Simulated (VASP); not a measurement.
```xyz
8
Lattice="7.1416 0.0000 0.0000 -3.5708 6.1848 0.0000 0.0000 0.0000 6.5102" Properties=species:S:1:pos:R:3 pbc="T T T"
I      2.2642     0.0000     1.6276
I      1.1321     1.9609     4.8826
I     -1.1321     1.9609     1.6276
I      4.8774     0.0000     4.8826
I      2.4387     4.2239     1.6276
I     -2.4387     4.2239     4.8826
Ti     0.0000     0.0000     0.0000
Ti     0.0000     0.0000     3.2551
```

Method: PBEsol GGA, VASP's PBE PAW potentials (set 64) (plane waves; VASP). Numerical set-up: 300 eV cut-off, 2×2×2 Γ-centred mesh, Fermi-Dirac smearing of 0.10 eV, potentials I Ti_sv.

At this cut-off the stress carries a Pulay error, which pulls relaxed volumes low. Unless said otherwise, spin-orbit coupling is left out, though it shifts the bands of the heavy elements here.

Estimate the energy per atom (σ→0), pressure, largest force, band gap (on the k-mesh) with the smallest direct gap where there is one.

```
Quantity                                                     Value
------------------------  ----------------------------------------
band gap (on the k-mesh)  none (metal, semimetal or under 0.01 eV)
energy per atom (σ→0)                               -4.183 eV/atom
pressure                                                 -1.21 GPa
largest force                                           0.237 eV/Å
```

Total energies compare only between runs with the same potentials, cut-off and functional.

The structure comes from a measured TiI3 entry of the Crystallography Open Database, whose conditions weren't checked. The cell was not relaxed at this level. The k-mesh is coarse (spacing up to 0.51 per Å, 2π included), so the numbers may not be converged in it.
